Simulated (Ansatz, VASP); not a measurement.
KPt2S2: VASP beside Ansatz

```
K Pt S
1.0
    -2.76620    2.77990    0.00000
     2.76620    0.00000    6.67479
     2.76620    2.77990    0.00000
K Pt S
1 2 2
Direct
  0.50000 0.00000 0.50000
  0.25000 0.50000 0.25000
  0.75000 0.50000 0.75000
  0.14280 0.28560 0.85720
  0.85720 0.71440 0.14280
```

The cell was built by a generator and needn't be a form met in nature.

Alike in both runs: task single point; functional r2SCAN; k mesh 5 × 5 × 5; no spin polarisation.

|  | VASP | Ansatz |
| --- | --- | --- |
| version | VASP 6.6.1 | Ansatz 0.2.0 |
| potentials or method | VASP PAW PBE potentials, release 64 (K_sv, Pt, S) | PAW plane waves |
| plane-wave cutoff (eV) | 520 | 500 |
| occupations | fermi-dirac, width 0.1 eV | fermi-dirac |
| valence electrons in the cell | 41 | 57 |

|  | VASP | Ansatz | Ansatz less VASP |
| --- | --- | --- | --- |
| gap on the k mesh at the Fermi level (eV) | none | none | - |
| pressure (GPa) | 5.3 | 5.3 | +0.01 |
| largest component of the traceless stress (GPa) | 2.51 | 2.51 | -0.003 |
| rms of the force components (eV/Å) | 0.365 | 0.365 | -0.0003 |

Atom by atom the forces differ by 0.000 eV/Å (rms over components). A gap of «none» marks a metal or a gap that the smearing closes. The two sets of potentials don't hold the same shells in valence.

Caveats: the PAW data sets were made with another functional, which shifts forces and pressure a little (VASP). Spin-orbit coupling is left out, which matters for the levels of Pt.
